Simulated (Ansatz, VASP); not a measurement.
# In2S in two plane-wave programs, part 2 of 2

One calculation is typed for both programs; each brings its own data sets. How far apart do they land? The cell is generated by rule, not measured, and may not be a known phase. The cell is taken from a series of runs on this material, whose earlier steps may have relaxed, scaled, displaced or heated it; both programs get it as it stands.

VASP 6.6.1 and Ansatz 0.2.0.

So far: The starting structure; VASP: relaxation of cell and atoms, PBEsol, pair 1.

**3. Ansatz: relaxation of cell and atoms, PBEsol, pair 1**

Level of this step: Ansatz beside VASP: Kohn-Sham DFT, plane waves, PBEsol (Ansatz).

Ansatz runs on its default PAW (the set named soft_2) files.

The same cell, functional, mesh and smearing now go to Ansatz, which takes its cutoff from its data sets.

input.yaml reads:

```yaml
crystal:
  lattice:
    - [6.2815583938, 0.0, 0.0]
    - [0.0, 6.2815583938, 0.0]
    - [0.0, 0.0, 6.2815583938]
  atoms:
    - { symbol: S, position: [0.0, 0.0, 0.0] }
    - { symbol: S, position: [0.5, 0.5, 0.5] }
    - { symbol: In, position: [0.25, 0.25, 0.25] }
    - { symbol: In, position: [0.75, 0.75, 0.25] }
    - { symbol: In, position: [0.75, 0.25, 0.75] }
    - { symbol: In, position: [0.25, 0.75, 0.75] }
kpoints:
  mp_grid: { grid: [6, 6, 6] }
hamiltonian:
  xc: pbesol
scf:
  occupations: { method: methfessel_paxton, width: 0.2 }
output:
  forces: true
  stress: true
  eigenvalues: true
  write_density: true
  write_potential: true
  elf: true
  volumetric_format: npy
relax:
  adjacent_minimum: "off"
  f_tol: 0.001
  max_steps: 60
  cell: { stress_tol: 0.01 }
```

Run with:

```sh
ansatz run input.yaml --threads 8 --pin off --max-ram 14336MiB --backend cpu --events-out ev --progress --plain --runs-dir out
```

Numbers of over 12 decimals in the logs are rounded to 6 here.

Output:

```text
Engine: ansatz 0.2.0, aarch64-unknown-linux-gnu
Pseudopotentials: kind: paw
Pseudopotential: S, paw, valence charge 6, recommended cutoff 420 eV (normal), S.paw.azcp
Pseudopotential: In, paw, valence charge 13, recommended cutoff 420 eV (normal), In.paw.azcp
Functional definition: PBEsol
  exchange = pbesol_x
  correlation = pbesol_c
Crystal: 6 atoms, lattice volume = 247.858 Å³
Basis set: ecut = 420 eV, 4945 PW (Γ), exchange–correlation on 90×90×90 points (8 copies of the dense FFT grid, shifted against one another)
Bands: 39, of which v1, the nominal top of the filled ones, is band 32 counted from 1 (31 counted from 0)
Symmetry: 48 space group operations
Space group: Pn-3m (ITA 224), of the structure as read, at distance tolerance 6.3e-5 Å
k-points: 20 of 216
Non-local potential: S, projectors of the file, l = 0: 2, l = 1: 2, l = 2: 2
Non-local potential: In, projectors of the file, l = 0: 2, l = 1: 2, l = 2: 2, l = 3: 2
PAW form: soft (Blöchl's): semilocal exchange-correlation on the pseudo side does not see the compensation charge
PAW frozen core: S, regenerated for the run's functional, and the local potential with it (the file was generated under x = pbe(κ = 0.804, μ = 0.219515), c = pbe(β = 0.066725))
PAW frozen core: In, regenerated for the run's functional, and the local potential with it (the file was generated under x = pbe(κ = 0.804, μ = 0.219515), c = pbe(β = 0.066725))
PAW one-centre angular grid: S, 110 points (default); XC on 64 Gauss nodes
PAW one-centre angular grid: In, 590 points (default); XC on 64 Gauss nodes
Initial density: superposition of atomic densities (neutral atoms: chi_scale 0, normalization atom), corrected by the library's trained network
Initial wavefunctions: pseudopotential atomic-orbital guess
Functional: x = pbesol(κ = 0.804, μ = 0.123457), c = pbesol(β = 0.046)
SCF iter   1: F=—  HF=-23868.576885 eV  |F-HF|=—  |Δ(HF+E_count)|=         —  Δρ=3.79e-3  dr2=7.66e-2  ethr=1.77e-3  ⟨swp⟩=6.8  Hψ=3001  notcnv=0
preconditioner: auto → LDOS  [metal: Δε(μ)=0.023 eV  Ē_g=12.520 eV  σ=0.200 eV  W_gap=0.10  n_scr=32 (ndim 8)  ℏωp=18.9 eV  f_vac=0.041  D(μ)=6.82/eV (n_scr^D=32)  β→1.0]
SCF iter   2: F=—  HF=-23868.569551 eV  |F-HF|=—  |Δ(HF+E_count)|=   7.33e-3  S|Δr|=    0.00e0  Δρ=1.57e-3  dr2=1.52e-2  ethr=1.20e-4  ⟨swp⟩=1.6  Hψ=1232  notcnv=0
SCF iter   3: F=—  HF=-23868.570254 eV  |F-HF|=—  |Δ(HF+E_count)|=   7.04e-4  S|Δr|=    0.00e0  Δρ=1.24e-3  dr2=3.87e-3  ethr=2.38e-5  ⟨swp⟩=2.0  Hψ=1394  notcnv=0
SCF iter   4: F=—  HF=-23868.568779 eV  |F-HF|=—  |Δ(HF+E_count)|=   1.48e-3  S|Δr|=    0.00e0  Δρ=3.14e-4  dr2=2.41e-4  ethr=6.05e-6  ⟨swp⟩=2.0  Hψ=1405  notcnv=0
SCF iter   5: F=—  HF=-23868.568729 eV  |F-HF|=—  |Δ(HF+E_count)|=   4.97e-5  S|Δr|=    0.00e0  Δρ=4.66e-5  dr2=1.32e-5  ethr=3.76e-7  ⟨swp⟩=2.6  Hψ=1502  notcnv=0
SCF iter   6: F=—  HF=-23868.568693 eV  |F-HF|=—  |Δ(HF+E_count)|=   3.65e-5  S|Δr|=    0.00e0  Δρ=8.30e-6  dr2=3.66e-7  ethr=2.07e-8  ⟨swp⟩=3.0  Hψ=1558  notcnv=0
SCF iter   7: F=-23868.568693 eV  HF=-23868.568693 eV  |F-HF|=5.26e-9  |Δ(HF+E_count)|=   1.08e-7  S|Δr|=    0.00e0  Δρ=2.07e-6  dr2=1.35e-8  ethr=1.56e-10  ⟨swp⟩=13.4  Hψ=5748  notcnv=0
SCF 1 converged in 7 iterations: F = -23868.568693 eV  dr2 = 1.35e-8
  greatest PAW one-centre occupation: 0.984 electrons in one spin orbital (limit 2), on the In atom at site 4 (counted from 0), in its partial waves of l = 2
relax step   1: F+E_penalty+E_count = -23868.56869295 eV  Δ(F+E_penalty+E_count) = +0.000e0 eV  max|allowed force component| = 5.782e-19 eV/Å  Δτ_max = 0.0000 Å  P = +0.034 GPa  Ω = 247.858 Å³  (7 SCF iters, dr2 threshold 1.00e-7 eV, accepted)
[...]
relax step   2: F+E_penalty+E_count = -23868.56871492 eV  Δ(F+E_penalty+E_count) = -2.197e-5 eV  max|allowed force component| = 6.746e-18 eV/Å  Δτ_max = 0.0000 Å  P = +0.021 GPa  Ω = 248.208 Å³  energy of the carried Pulay correction = -3.828e-5 eV  (6 SCF iters, dr2 threshold 2.81e-9 eV, accepted)
[...]
relax step   3: F+E_penalty+E_count = -23868.56868855 eV  Δ(F+E_penalty+E_count) = +2.637e-5 eV  max|allowed force component| = 1.108e-17 eV/Å  Δτ_max = 0.0000 Å  P = -0.000 GPa  Ω = 248.836 Å³  energy of the carried Pulay correction = -1.065e-4 eV  (6 SCF iters, dr2 threshold 1.15e-9 eV, accepted)
[...]
relax step   4: F+E_penalty+E_count = -23868.56878303 eV  Δ(F+E_penalty+E_count) = -9.448e-5 eV  max|allowed force component| = 9.830e-18 eV/Å  Δτ_max = 0.0000 Å  P = -0.000 GPa  Ω = 248.836 Å³  stress off target by 7.77e-5 GPa  SCF on the basis re-selected at this cell (its energy is not comparable with the rows above)  (5 SCF iters)
basis re-selected at this cell: Δ(F+E_penalty+E_count) = -9.448e-5 eV, ΔP = -0.000 GPa vs the last step (what re-selecting the basis moved, of the pressure what is left beyond the Pulay correction that the steps carried, after the strain that the cell walked since its last selection, with what the two solves' SCF thresholds leave and, on support functions, any second-order correction that the steps lacked; it is no m [...]
SCF converged after 5 iterations
Stability not checked: this state was not tested for a lower state beside it, because cold or Methfessel-Paxton smearing, or corrected tetrahedra, fill the levels in a way that the test cannot read (fill_not_monotonic; see scf.lower_state_search)
Free energy (F): -23868.568783 eV
Harris-Foulkes:  -23868.568783 eV  (|F-HF|=7.28e-12)
Internal energy: -23868.573701 eV  (E = F + TS)
E sigma→0 (E₀):  -23868.570013 eV
Entropy (-TS):   0.004918 eV (0.820 meV/atom)
Fermi energy:    3.603636 eV
--- Per-component energies (eV) ---
  E_band       = -449.305414
  E_kinetic    = 1168.221395
  E_local      = -6418.790478  (includes V_loc(G=0)·N_el)
  E_nonlocal   = 1528.015899
  E_hartree    = 2516.838662
  E_xc         = -1043.271662
  E_vxc        = -568.426201  (∫ρ·V_xc dr)
  E_paw        = -17486.535205  (= ΣΔE_a)
  E_vpaw       = -1192.003527  (= ΣTr[D̂ρ^β])
  E_aug_tail   = 0.000104  (compensation charges beyond the density's cutoff)
  E_ewald      = -4134.119924
  E_core_change = 1.067509  (= ΣΔE_core)
  E_smearing   = 0.004918  (= −TS)
  E_closure    = -0.000000  (closes the sum)
  Σ components = -23868.568783   (vs F -23868.568783, Δ=0.00e0)
--- Forces (eV/Å), atoms counted from 1 ---
  atom   1  S     -0.00000000     0.00000000    -0.00000000
  atom   2  S      0.00000000    -0.00000000     0.00000000
  atom   3  In     0.00000000    -0.00000000     0.00000000
  atom   4  In     0.00000000    -0.00000000     0.00000000
  atom   5  In    -0.00000000     0.00000000    -0.00000000
  atom   6  In     0.00000000    -0.00000000    -0.00000000
  max |Σ_I F_I| component: 4.42e-29 eV/Å
--- Stress (GPa, compression-positive) ---
       -0.000078       0.000000      -0.000000
        0.000000      -0.000078      -0.000000
       -0.000000      -0.000000      -0.000078
  P = ⅓ Tr σ = -0.0001 GPa (-0.001 kbar)
--- Band table (eV; the first three rows and the last of 20) ---
  k-point 0: bands = [... 28 lower, 0.4412, 3.0961, 3.0961, 3.8620, 3.8620, 3.8620, 5.9360, 5.9360, ... 3 higher]
  k-point 1: bands = [... 28 lower, 0.8345, 3.2047, 3.3361, 3.6723, 3.7451, 3.7451, 5.5033, 5.9561, ... 3 higher]
  k-point 2: bands = [... 28 lower, 1.5638, 3.0920, 3.5268, 3.5578, 3.5578, 4.0473, 4.7415, 5.8280, ... 3 higher]
  k-point 19: bands = [... 28 lower, 1.2517, 3.5837, 3.5837, 3.5837, 3.9926, 3.9926, 3.9926, 6.4032, ... 3 higher]
--- Relaxed structure (3 steps of the walk, 3 accepted, 1 SCFs on fresh bases) ---
  F+E_penalty+E_count = -23868.56878303 eV   max|allowed force component| = 9.830e-18 eV/Å   (the final SCF, on the basis selected at the relaxed cell)
  cell:  # Å, volume = 248.8362 Å³
    - [6.289815, 0, 0]
    - [0, 6.289815, 0]
    - [0, 0, 6.289815]
  atoms:
    - { symbol: S, position: [0, 0, 0] }
    - { symbol: S, position: [0.5, 0.5, 0.5] }
    - { symbol: In, position: [0.25, 0.25, 0.25] }
    - { symbol: In, position: [0.750000, 0.750000, 0.25] }
    - { symbol: In, position: [0.750000, 0.25, 0.750000] }
    - { symbol: In, position: [0.25, 0.750000, 0.750000] }
```

Reading the cycles: dr2 is the Hartree energy of the density residual (eV), the measure of convergence; HF is the Harris–Foulkes estimate of the energy, which meets the free energy F at convergence.

**4. Differences**

Known differences besides the potentials themselves: the cutoff is 420 eV in Ansatz and 500 eV in VASP; Ansatz makes its cores anew for this functional, VASP keeps those of its PBE data sets; Ansatz adds a Pulay correction to the stress that steers its cell, VASP none. Total energies have different zeros and are not compared.

Compared:

```csv
quantity,Ansatz,VASP,difference
volume (Å³),248.84,248.06,+0.31 %
"edge a after relaxation, in the typed setting (Å)",6.290,6.283,+0.10 %
```

**5. VASP: relaxation of cell and atoms, PBEsol, pair 2**

The relaxed volume is the usual yardstick between codes: in a stiff, nearly cubic crystal its relative difference is about their pressure difference at one cell divided by the bulk modulus. Its start cell is another than that of the pair before, and may be another structure of the material.

INCAR reads:

```
SYSTEM = In2S
PREC = Accurate
ENCUT = 500
EDIFF = 1E-07
NELM = 120
ISMEAR = 1
SIGMA = 0.2
LREAL = .FALSE.
ALGO = Normal
GGA = PS
NBANDS = 39
LORBIT = 11
LWAVE = .FALSE.
LCHARG = .FALSE.
ISIF = 3
IBRION = 2
NSW = 80
EDIFFG = -0.005
LASPH = .TRUE.
GGA_COMPAT = .FALSE.
NELMIN = 4
KPAR = 2
```

POSCAR reads:

```
In2S
1.0
    7.9536880000      0.0000000000      0.0000000000
    0.0000000000      3.5950520000      0.0000000000
    0.0000000000      0.0000000000      5.3679260000
S In
2 4
Direct
    0.2500000000      0.0000000000      0.8648722058
    0.7500000000      0.0000000000      0.1351276079
    0.7500000000      0.5000000000      0.7998731726
    0.2500000000      0.5000000000      0.2001268274
    0.5000000000      0.0000000000      0.5000000000
    0.0000000000      0.0000000000      0.5000000000
```

KPOINTS reads:

```
Automatic mesh
0
Gamma
6 10 8
0 0 0
```

The projector-augmented-wave data sets are S and In_d (PBE family, release 64).

Run with:

```sh
mpirun -np 2 vasp_std
```

Output:

```text
[banner, memory and clock lines left out]
running    2 mpi-ranks, on    1 nodes
[...]
[... a notice as in an earlier step ...]

 LDA part: xc-table for (Slater+PW92), standard interpolation
 POSCAR, INCAR and KPOINTS ok, starting setup
[...]
entering main loop
       N       E                     dE             d eps       ncg     rms          rms(c)
DAV:   1     0.651753603803E+03    0.65175E+03   -0.29487E+04  9367   0.201E+03
DAV:   2     0.651947182937E+02   -0.58656E+03   -0.57159E+03  9374   0.506E+02
DAV:   3    -0.176174658634E+02   -0.82812E+02   -0.79909E+02 11509   0.201E+02
DAV:   4    -0.226149765732E+02   -0.49975E+01   -0.49470E+01 11183   0.494E+01
[...]
DAV:  15    -0.219316936110E+02   -0.20634E-06   -0.41496E-07  9545   0.724E-03    0.457E-03
DAV:  16    -0.219316937227E+02   -0.11167E-06   -0.50993E-08  6451   0.223E-03    0.157E-03
DAV:  17    -0.219316937531E+02   -0.30391E-07   -0.35443E-08  6227   0.279E-03
   1 F= -.21931694E+02 E0= -.21932828E+02  d E =-.219317E+02
[... from here on, the cycles between the ionic steps are left out ...]
   2 F= -.21932318E+02 E0= -.21933503E+02  d E =-.624332E-03
   3 F= -.21932620E+02 E0= -.21933863E+02  d E =-.925838E-03
   4 F= -.21932650E+02 E0= -.21933903E+02  d E =-.302454E-04
   5 F= -.21932655E+02 E0= -.21933905E+02  d E =-.350417E-04
[...]
reached required accuracy - stopping structural energy minimisation
```

OUTCAR, selected parts (step 5):

```text
  Total       -0.0263026      0.0221363      0.0214729      0.0000000      0.0000000     -0.0000000
  in kB       -0.2729330      0.2297006      0.2228172      0.0000000      0.0000000     -0.0000000
  external PRESSURE =       0.0598616 kB  Pullay stress =       0.0000000 kB

 POSITION                                       TOTAL-FORCE (eV/Angst)
 -----------------------------------------------------------------------------------
      1.99625      0.00000      4.65240         0.000000     -0.000000      0.003642
      5.98875      0.00000      0.72025        -0.000000     -0.000000     -0.003642
      5.98875      1.79953      4.30262        -0.000000      0.000000     -0.000227
      1.99625      1.79953      1.07003         0.000000     -0.000000      0.000227
      3.99250      0.00000      2.68632         0.000000     -0.000000      0.000000
      0.00000      0.00000      2.68632         0.000000     -0.000000      0.000000
 -----------------------------------------------------------------------------------
    total drift:                                0.000000     -0.000000      0.000371

  FREE ENERGIE OF THE ION-ELECTRON SYSTEM (eV)
  ---------------------------------------------------
  free  energy   TOTEN  =       -21.9326546332 eV

  energy  without entropy=      -21.9364061414  energy(sigma->0) =      -21.93390514

[... 1 part as in an earlier step ...]

[... 3 further parts left out ...]
[key lines of the parts left out:]
E-fermi :   5.7727
```

**6. Ansatz: relaxation of cell and atoms, PBEsol, pair 2**

The same cell, functional, mesh and smearing now go to Ansatz, which takes its cutoff from its data sets.

The cell is taken from a series of runs on this material, whose earlier steps may have relaxed, scaled, displaced or heated it; both programs get it as it stands.

input.yaml, the sections that differ from step 3:

```yaml
crystal:
  lattice:
    - [7.9536883154, 0.0, 0.0]
    - [0.0, 3.5950516934, 0.0]
    - [0.0, 0.0, 5.3679257705]
  atoms:
    - { symbol: S, position: [0.25, 0.0, 0.8648723066] }
    - { symbol: S, position: [0.75, 0.0, 0.1351276934] }
    - { symbol: In, position: [0.75, 0.5, 0.7998731831] }
    - { symbol: In, position: [0.25, 0.5, 0.2001268169] }
    - { symbol: In, position: [0.5, 0.0, 0.5] }
    - { symbol: In, position: [0.0, 0.0, 0.5] }
kpoints:
  mp_grid: { grid: [6, 10, 8] }
output:
  forces: true
  stress: true
  eigenvalues: true
# hamiltonian, scf, relax: as in step 3
```

Run with:

```sh
ansatz run input.yaml --threads 8 --pin off --max-ram 14336MiB --backend cpu --events-out ev --progress --plain --runs-dir out
```

Output:

```text
[...]
Crystal: 6 atoms, lattice volume = 153.490 Å³
Basis set: ecut = 420 eV, 2971 PW (Γ), exchange–correlation on 108×50×72 points (8 copies of the dense FFT grid, shifted against one another)
Bands: 39, of which v1, the nominal top of the filled ones, is band 32 counted from 1 (31 counted from 0)
Symmetry: 8 space group operations
[...]
k-points: 120 of 480
[...]
cell:  # Å, volume = 154.4648 Å³
    - [7.978131, 0, 0]
    - [0, 3.602656, 6.515881106920988e-19]
    - [0, 9.729141357151419e-19, 5.374097]
  atoms:
    - { symbol: S, position: [0.25, 1.0836907812683203e-19, 0.866180] }
    - { symbol: S, position: [0.75, -1.0836907812683198e-19, 0.133820] }
    - { symbol: In, position: [0.75, 0.500000, 0.800973] }
    - { symbol: In, position: [0.25, 0.500000, 0.199027] }
    - { symbol: In, position: [0.5, 0, 0.500000] }
    - { symbol: In, position: [0, 0, 0.500000] }
[key lines of the parts left out:]
SCF converged after 6 iterations
Free energy (F): -23872.675993 eV
Fermi energy:    7.938318 eV
P = ⅓ Tr σ = 0.0025 GPa (0.025 kbar)
```

**7. Side by side**

Compared:

```csv
quantity,Ansatz,VASP,difference
volume (Å³),154.46,154.40,+0.04 %
"edge a after relaxation, in the typed setting (Å)",7.978,7.985,-0.09 %
"edge b after relaxation, in the typed setting (Å)",3.603,3.599,+0.10 %
"edge c after relaxation, in the typed setting (Å)",5.374,5.373,+0.03 %
```

**8. Outcome**

| Quantity | Value |
| --- | --- |
| difference in volume (relaxation of cell and atoms, PBEsol, pair 1) | 0.31 % |
| difference in edge b after relaxation, in the typed setting (relaxation of cell and atoms, PBEsol, pair 2) | 0.10 % |

In words: The difference in volume is 0.31 % (relaxation of cell and atoms, PBEsol, pair 1), within the 1.2 % picked in this series as the mark of a large difference, as far as the stopping tolerances let one tell. 1 further run of this series is not shown here. Such differences can come from data sets, numerical settings and the points named under the comparisons, not from the functional's error against experiment.

[Lines on the potential files, build, host, timing and source positions are cut from VASP's logs without a mark.]

[Logs are printed without paths, hosts, clocks, repeated set-up lines and the standing remarks that a program may print on its own settings, such as how far it seeks lower states.]

[Hosts, paths, dates, database ids (printed as entryN), source tags and the programs' standing remarks are cut or masked in the printed files.]
